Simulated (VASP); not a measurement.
Input of a VASP 6.6.1 run:

INCAR

```
PREC = Accurate
ENCUT = 520
EDIFF = 1E-7
ISMEAR = 0
SIGMA = 0.02
LREAL = F
LASPH = T
NELM = 60
ALGO = Normal
ISIF = 2
LWAVE = F
LCHARG = F
MAGMOM = 0 0 0 0 0 0 0 0 0 0 0 0 0 0 0
LORBIT = 11
LSORBIT = T
GGA_COMPAT = F
LMAXMIX = 4
GGA = PE
NBANDS = 55
```

Contents of KPOINTS:

```
regular mesh
0
Gamma
  8 8 8
```

File POSCAR:

```
BaTiO3
1.0
    3.9998000000      0.0000000000      0.0000000000
    0.0000000000      3.9998000000      0.0000000000
    0.0000000000      0.0000000000      4.0180000000
Ba Ti O
1 1 3
Direct
    0.0000000000      0.0000000000      0.0000000000
    0.5000000000      0.5000000000      0.4900000000
    0.5000000000      0.5000000000      0.0190000000
    0.5000000000      0.0000000000      0.5170000000
    0.0000000000      0.5000000000      0.5170000000
```

Contents of KPOINTS_OPT:

```
path GXMGZRAZ,XR,MA
15
line-mode
reciprocal
 0.0000000000  0.0000000000  0.0000000000  G
 0.0000000000  0.5000000000  0.0000000000  X

 0.0000000000  0.5000000000  0.0000000000  X
 0.5000000000  0.5000000000  0.0000000000  M

 0.5000000000  0.5000000000  0.0000000000  M
 0.0000000000  0.0000000000  0.0000000000  G

 0.0000000000  0.0000000000  0.0000000000  G
 0.0000000000  0.0000000000  0.5000000000  Z

 0.0000000000  0.0000000000  0.5000000000  Z
 0.0000000000  0.5000000000  0.5000000000  R

 0.0000000000  0.5000000000  0.5000000000  R
 0.5000000000  0.5000000000  0.5000000000  A

 0.5000000000  0.5000000000  0.5000000000  A
 0.0000000000  0.0000000000  0.5000000000  Z

 0.0000000000  0.5000000000  0.0000000000  X
 0.0000000000  0.5000000000  0.5000000000  R

 0.5000000000  0.5000000000  0.0000000000  M
 0.5000000000  0.5000000000  0.5000000000  A
```

Potentials or basis: VASP PAW PBE potentials, release 64 (Ba_sv, Ti_sv, O).

Run with:

```bash
$ cat potpaw_PBE.64/Ba_sv/POTCAR potpaw_PBE.64/Ti_sv/POTCAR potpaw_PBE.64/O/POTCAR > POTCAR
$ mpirun -np 1 vasp_ncl > vasp.out
```

Question: Estimate the largest force.

Answer: 0.273 eV/Å.

Question: Estimate the pressure.

Answer: 4.2 GPa.

Question: Estimate the net moment.

Answer: 0.00 μB per cell.

Moments on the atoms (μB; x, y, z):
```
Ba  0.00 0.00 0.00
Ti  0.00 0.00 0.00
O   0.00 0.00 0.00
O   0.00 0.00 0.00
O   0.00 0.00 0.00
```
